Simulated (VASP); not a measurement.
Given:

```yaml
crystal:
  lattice:
    - [0.00000, 1.95613, 1.95613]
    - [1.95613, 0.00000, 1.95613]
    - [1.95613, 1.95613, 0.00000]
  atoms:
    - { symbol: Li, position: [0.00000, 0.00000, 0.00000] }
    - { symbol: F, position: [0.50000, 0.50000, 0.50000] }
```

Method: PBE GGA with D3 dispersion (Becke-Johnson damping), VASP's PBE PAW potentials (set 64) (plane waves; VASP). Settings: 520 eV cut-off, 11×11×11 Γ-centred mesh, Gaussian smearing of 0.050 eV, potentials Li_sv F.

Task: What does the run give for the energy per atom (σ→0), pressure, band gap (on the k-mesh) with the smallest direct gap where there is one?

Result: 
```yaml
band gap (on the k-mesh): 9.91 eV
smallest direct gap (on the k-mesh): 9.91 eV
energy per atom (σ→0): -4.989 eV/atom
pressure: 5.29 GPa
```

The compound is LiF in the rock salt structure. This cell is one point of a volume scan, at 0.94 of the reference volume.
